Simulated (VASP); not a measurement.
Here is the system:

```
TlBr
1.0
    5.27651     0.00000     0.00000
   -2.63825     4.56959     0.00000
    0.00000     0.00000    12.08823
Tl Br
3 3
Direct
  0.71980   0.00000   0.66667
  0.00000   0.71980   0.33333
  0.28020   0.28020   0.00000
  0.48890   0.00000   0.16667
  0.00000   0.48890   0.83333
  0.51110   0.51110   0.50000
```

The numbers are results of PBE GGA, VASP's PBE PAW potentials (set 64) (plane waves; VASP), not measurements. Numerical set-up: 300 eV cut-off, 3×3×1 Γ-centred mesh, Gaussian smearing of 0.14 eV, potentials Tl_d Br.

Task: Estimate the energy per atom (σ→0).

Result: 
The energy per atom (σ→0) comes out as -2.632 eV/atom.

Only differences to runs with the same potentials and settings are physical.

The structure was generated: TlBr was put into an ordered model structure, which need not be its known phase. The cell was not relaxed at this level. The k-mesh is coarse (spacing up to 0.52 per Å, 2π included), so the numbers may not be converged in it.
